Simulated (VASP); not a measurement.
Output of a VASP run:

File OSZICAR:
```
       N       E                     dE             d eps       ncg     rms          rms(c)
DAV:   1     0.903489173597E+02    0.90349E+02   -0.16057E+04  2760   0.129E+03
DAV:   2    -0.747125057285E+02   -0.16506E+03   -0.16291E+03  3215   0.283E+02
DAV:   3    -0.878672552625E+02   -0.13155E+02   -0.12928E+02  5194   0.526E+01
DAV:   4    -0.884310626338E+02   -0.56381E+00   -0.56172E+00  3610   0.118E+01
DAV:   5    -0.884536936276E+02   -0.22631E-01   -0.22626E-01  4405   0.195E+00    0.371E+01
DAV:   6    -0.821572295067E+02    0.62965E+01   -0.54381E+00  4003   0.129E+01    0.235E+01
DAV:   7    -0.772034086355E+02    0.49538E+01   -0.52561E+00  3650   0.138E+01    0.340E+00
DAV:   8    -0.814282892685E+02   -0.42249E+01   -0.31305E+00  3278   0.101E+01    0.762E+00
DAV:   9    -0.808160646613E+02    0.61222E+00   -0.19127E-01  3839   0.274E+00    0.676E+00
DAV:  10    -0.789485692244E+02    0.18675E+01   -0.27889E-01  3370   0.431E+00    0.280E+00
DAV:  11    -0.790527525833E+02   -0.10418E+00   -0.47552E-01  3103   0.638E+00    0.205E+00
DAV:  12    -0.790704618189E+02   -0.17709E-01   -0.61765E-02  4229   0.174E+00    0.105E+00
DAV:  13    -0.790628510875E+02    0.76107E-02   -0.29858E-03  4417   0.344E-01    0.980E-01
DAV:  14    -0.790770870821E+02   -0.14236E-01   -0.18050E-03  3334   0.313E-01    0.832E-01
DAV:  15    -0.790900046178E+02   -0.12918E-01   -0.14238E-02  4108   0.866E-01    0.291E-01
DAV:  16    -0.790911552052E+02   -0.11506E-02   -0.47828E-03  4092   0.544E-01    0.410E-01
DAV:  17    -0.790923203797E+02   -0.11652E-02   -0.93413E-04  3835   0.188E-01    0.275E-01
DAV:  18    -0.790924004438E+02   -0.80064E-04   -0.12653E-03  3308   0.256E-01    0.172E-01
DAV:  19    -0.790924225059E+02   -0.22062E-04   -0.51195E-04  4285   0.158E-01    0.809E-02
DAV:  20    -0.790924997294E+02   -0.77223E-04   -0.10198E-04  3647   0.954E-02    0.431E-02
DAV:  21    -0.790925058495E+02   -0.61201E-05   -0.89751E-05  3675   0.535E-02    0.283E-02
DAV:  22    -0.790925035860E+02    0.22635E-05   -0.23000E-05  3502   0.375E-02    0.356E-02
DAV:  23    -0.790925107215E+02   -0.71355E-05   -0.76669E-06  2997   0.221E-02    0.153E-02
DAV:  24    -0.790925131510E+02   -0.24295E-05   -0.55096E-06  3453   0.213E-02    0.242E-03
DAV:  25    -0.790925141638E+02   -0.10128E-05   -0.64619E-07  1940   0.565E-03    0.293E-03
DAV:  26    -0.790925142950E+02   -0.13122E-06   -0.49843E-07  1807   0.535E-03
   1 F= -.79092514E+02 E0= -.79092166E+02  d E =-.790925E+02
       N       E                     dE             d eps       ncg     rms          rms(c)
DAV:   1    -0.790926351855E+02   -0.12102E-03   -0.71160E-03  2893   0.569E-01    0.529E-02
DAV:   2    -0.790926641934E+02   -0.29008E-04   -0.47696E-04  3583   0.141E-01    0.269E-02
DAV:   3    -0.790926585710E+02    0.56225E-05   -0.30445E-05  3940   0.342E-02    0.121E-02
DAV:   4    -0.790926561937E+02    0.23773E-05   -0.12130E-05  4133   0.204E-02    0.115E-02
DAV:   5    -0.790926566472E+02   -0.45350E-06   -0.28830E-06  2839   0.124E-02
   2 F= -.79092657E+02 E0= -.79092300E+02  d E =-.142352E-03
```

OUTCAR:
```
------------------------ aborting loop because EDIFF is reached ----------------------------------------
  FORCE on cell =-STRESS in cart. coord.  units (eV):
  Direction    XX          YY          ZZ          XY          YZ          ZX
  --------------------------------------------------------------------------------------
  Total        0.0185476      0.0208594     -0.0076193      0.0000000      0.0000000     -0.0046031
  in kB        0.2582633      0.2904530     -0.1060944      0.0000000      0.0000000     -0.0640956
  external PRESSURE =       0.1475406 kB  Pullay stress =       0.0000000 kB
  volume of cell :      115.06
      direct lattice vectors                 reciprocal lattice vectors
     2.814726325 -2.816735954  0.002626551     0.177575397 -0.177510426  0.066191830
     2.814726325  2.816735954  0.002626551     0.177575397  0.177510426  0.066191830
    -2.703921165  0.000000000  7.253914427    -0.000128596  0.000000000  0.137808668
 POSITION                                       TOTAL-FORCE (eV/Angst)
 -----------------------------------------------------------------------------------
      0.78679     -0.69918      5.44306         0.000000      0.016750     -0.000000
      2.13875      0.69918      1.81611         0.000000     -0.016750     -0.000000
      0.76255      2.10808      4.24790        -0.008915      0.012888      0.004326
      2.16298     -2.10808      3.01127         0.008915     -0.012888     -0.004326
      0.81102      2.10808      6.63823         0.008915      0.012888     -0.004326
      2.11451     -2.10808      0.62094        -0.008915     -0.012888      0.004326
 -----------------------------------------------------------------------------------
    total drift:                                0.000000      0.000000      0.000000
  FREE ENERGIE OF THE ION-ELECTRON SYSTEM (eV)
  ---------------------------------------------------
  free  energy   TOTEN  =       -79.0926566472 eV

  energy  without entropy=      -79.0915861636  energy(sigma->0) =      -79.09229982

 reached required accuracy - stopping structural energy minimisation
```
(Selected blocks of OUTCAR.)

POSCAR:
```
YSi2
1
    2.8149496278    -2.8164790680     0.0025469657
    2.8149496278     2.8164790680     0.0025469657
   -2.7043427786     0.0000000000     7.2565995765
Y Si
2 4
Direct
  0.6242767822   0.3757232178   0.7500000000
  0.3757232178   0.6242767822   0.2500000000
  0.0425315817   0.7906107004   0.5851877067
  0.9574684183   0.2093892996   0.4148122933
  0.2093892996   0.9574684183   0.9148122933
  0.7906107004   0.0425315817   0.0851877067
```

Q: Write an INCAR and KPOINTS that could have produced this output.

A: Several could match; the one computed here: the input of the run itself, r2SCAN meta-GGA, plane waves, VASP's PBE PAW potentials (set 64).

### KPOINTS
```
Regular mesh
0
gamma
7 7 4
0 0 0
```

**INCAR**
```
LCHARG = F
ENCUT = 400   # plane-wave cut-off (eV)
NSW = 60
PREC = Accurate
LREAL = F   # projection in real space or not
ALGO = Normal
NELM = 100
IBRION = 2
SYSTEM = YSi2
METAGGA = R2SCAN
LASPH = T
LWAVE = F
EDIFF = 1E-6   # SCF stop (eV)
ISMEAR = 1
SIGMA = 0.1   # width (eV)
EDIFFG = -0.02   # ionic stop
ISIF = 3   # ions, shape and volume
LMIXTAU = T
LMAXMIX = 4   # l cut-off of mixed one-centre charges
```

POTCAR, in this order: Y_sv Si (PBE.64 set). Program: vasp_std.

The structure comes from a computed database's YSi2 entry (C2/c); how it stands against other phases isn't given here. This run relaxes it. Symmetry was kept, so distortions that lower it aren't found. The start is the result of an earlier pass.
